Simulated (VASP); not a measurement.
Here is the system:

```yaml
crystal:
  lattice:
    - [-1.65000, 1.65000, 1.65000]
    - [1.65000, -1.65000, 1.65000]
    - [1.65000, 1.65000, -1.65000]
  atoms:
    - { symbol: Ta, position: [0.00000, 0.00000, 0.00000] }
```

Method: PBE GGA, VASP's PBE PAW potentials (set 64) (plane waves; VASP 6.6.1). Numerical set-up: 400 eV cut-off, 14×14×14 Γ-centred mesh, first-order Methfessel-Paxton smearing of 0.10 eV, potentials Ta_pv.

Question: Give the stress tensor in GPa (positive for a compressed cell).

Answer: 
```
3.70  0.00  0.00
0.00  3.70  0.00
0.00  0.00  3.70
```
The pressure is its mean diagonal, 3.70 GPa.

The compound is Ta in the bcc structure. The cell was not relaxed at this level.
